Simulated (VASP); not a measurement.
A cell of Sn (beta) near equilibrium:

```
Sn
1.0
   -2.91352     2.91352     1.58010
    2.91352    -2.91352     1.58010
    2.91352     2.91352    -1.58010
Sn
2
Direct
  0.25000   0.75000   0.50000
  0.00000   0.00000   0.00000
```

Method: PBEsol GGA, VASP's PBE PAW potentials (set 64) (plane waves; VASP).

```
run               ΔE (meV/atom)    σxx    σyy    σzz  largest shear component, with its sign (GPa)  largest force (eV/Å)
----------------  -------------  -----  -----  -----  --------------------------------------------  --------------------
as it is                    0.0   0.00   0.00   0.04                                          0.00                 0.000
after one change           32.1  -1.46  -4.74  -4.34                                          0.00                 0.114
```
Stress is in GPa, positive when the cell is compressed.

Q: Which change was made?
(A) isotropic strain of +1.0 %
(B) atom 1 (Sn) moved by -0.025 Å along y
(C) isotropic strain of -1.0 %
(D) biaxial strain of +4.0 % in the yz plane

A: D, biaxial strain of +4.0 % in the yz plane

The compound is Sn in the beta structure.
